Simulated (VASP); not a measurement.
Output of a VASP run:

OSZICAR:
```
       N       E                     dE             d eps       ncg     rms          rms(c)
DAV:   1     0.341279370246E+03    0.34128E+03   -0.17190E+04   720   0.214E+03
DAV:   2     0.168815505071E+02   -0.32440E+03   -0.31389E+03   794   0.520E+02
DAV:   3    -0.141462790167E+02   -0.31028E+02   -0.30717E+02   840   0.173E+02
DAV:   4    -0.150693370675E+02   -0.92306E+00   -0.92171E+00   806   0.297E+01
DAV:   5    -0.150959962215E+02   -0.26659E-01   -0.26658E-01   832   0.519E+00    0.776E+00
DAV:   6    -0.134482556361E+02    0.16477E+01   -0.81878E+00   982   0.282E+01    0.217E+00
DAV:   7    -0.134608940295E+02   -0.12638E-01   -0.30624E-01   734   0.456E+00    0.136E+00
DAV:   8    -0.134669560892E+02   -0.60621E-02   -0.71942E-02   746   0.410E+00    0.469E-01
DAV:   9    -0.134640996824E+02    0.28564E-02   -0.11027E-02   934   0.128E+00    0.125E-01
DAV:  10    -0.134649560790E+02   -0.85640E-03   -0.26617E-03   722   0.591E-01    0.595E-02
DAV:  11    -0.134649644589E+02   -0.83799E-05   -0.29447E-04   794   0.257E-01    0.896E-03
DAV:  12    -0.134649696601E+02   -0.52011E-05   -0.31198E-05   750   0.686E-02    0.482E-03
DAV:  13    -0.134649700222E+02   -0.36213E-06   -0.26794E-06   646   0.253E-02
   1 F= -.55834946E+01 E0= -.55834946E+01  d E =-.558349E+01
```

File OUTCAR:
```
------------------------ aborting loop because EDIFF is reached ----------------------------------------
  FORCE on cell =-STRESS in cart. coord.  units (eV):
  Direction    XX          YY          ZZ          XY          YZ          ZX
  --------------------------------------------------------------------------------------
  Total        7.8303338      7.8303338      7.8303338     -0.0000000     -0.0000000      0.0000000
  in kB      298.0533474    298.0533474    298.0533474     -0.0000000     -0.0000000      0.0000000
  external PRESSURE =      -1.9466526 kB  Pullay stress =     300.0000000 kB
  volume of cell :       42.09
      direct lattice vectors                 reciprocal lattice vectors
     0.000000000  2.760931418  2.760931418    -0.181098305  0.181098305  0.181098305
     2.760931418  0.000000000  2.760931418     0.181098305 -0.181098305  0.181098305
     2.760931418  2.760931418  0.000000000     0.181098305  0.181098305 -0.181098305
 POSITION                                       TOTAL-FORCE (eV/Angst)
 -----------------------------------------------------------------------------------
      0.00000      0.00000      0.00000         0.000000     -0.000000      0.000000
      1.38047      1.38047      1.38047        -0.000000     -0.000000     -0.000000
      4.14140      4.14140      4.14140         0.000000      0.000000      0.000000
 -----------------------------------------------------------------------------------
    total drift:                                0.000000     -0.000000      0.000000
  FREE ENERGIE OF THE ION-ELECTRON SYSTEM (eV)
  ---------------------------------------------------
  free  energy   TOTEN  =       -13.4649700222 eV

  energy  without entropy=      -13.4649700222  energy(sigma->0) =      -13.46497002
  enthalpy is  TOTEN    =        -5.5834946245 eV   P V=        7.8814753977

 reached required accuracy - stopping structural energy minimisation
```
(Selected blocks of OUTCAR.)

**POSCAR**
```
PbF2
1
    0.0000000000     2.7609314175     2.7609314175
    2.7609314175     0.0000000000     2.7609314175
    2.7609314175     2.7609314175     0.0000000000
Pb F
1 2
Direct
  0.0000000000   0.0000000000   0.0000000000
  0.2500000000   0.2500000000   0.2500000000
  0.7500000000   0.7500000000   0.7500000000
```

Reconstruct the remaining input files.

One answer among several that fit: the input of the run itself, PBE GGA, plane waves, VASP's PBE PAW potentials (set 64).

INCAR:
```
ALGO = Normal
EDIFF = 1E-6
EDIFFG = -0.02
ENCUT = 620
GGA = PE
IBRION = 2
ISIF = 3
ISMEAR = 0
LASPH = .TRUE.
LCHARG = .FALSE.
LMAXMIX = 4
LREAL = .FALSE.
LWAVE = .FALSE.
NELM = 100
NSW = 40
PREC = Accurate
PSTRESS = 300
SIGMA = 0.05
SYSTEM = PbF2
```

File KPOINTS:
```
K-points
0
gamma
 7 7 7
0 0 0
```

POTCAR, in this order: Pb_d F (PBE.64 set). Program: vasp_std.

The compound is PbF2 in the fluorite structure, the β form. It was relaxed first under an external pressure of 30 GPa.
